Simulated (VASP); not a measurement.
Data:

```yaml
crystal:
  lattice:
    - [3.86684, 0.00000, 0.00000]
    - [0.00000, 3.86684, 0.00000]
    - [0.00000, 0.00000, 26.04076]
  atoms:
    - { symbol: Si, position: [0.25000, 0.50000, 0.31649] }
    - { symbol: Si, position: [0.25000, 0.00000, 0.36866] }
    - { symbol: Si, position: [0.75000, 0.00000, 0.42138] }
    - { symbol: Si, position: [0.75000, 0.50000, 0.47358] }
    - { symbol: Si, position: [0.25000, 0.50000, 0.52642] }
    - { symbol: Si, position: [0.25000, 0.00000, 0.57862] }
    - { symbol: Si, position: [0.75000, 0.00000, 0.63134] }
    - { symbol: Si, position: [0.75000, 0.50000, 0.68351] }
```

Computed with PBE GGA, VASP's PBE PAW potentials (set 64) (plane waves; VASP 6.6.1). Numerical set-up: PREC = Normal, 400 eV cut-off, 7×7×1 Γ-centred mesh, first-order Methfessel-Paxton smearing of 0.10 eV, potentials Si.

**Question.** Predict the energy per atom (σ→0), band gap (on the k-mesh) with the smallest direct gap where there is one.

**Answer.** 
- band gap (on the k-mesh): none (metal, semimetal or under 0.01 eV)
- energy per atom (σ→0): -4.923 eV/atom

The cell is a thin slab with vacuum, built from Si (diamond): (100) face.
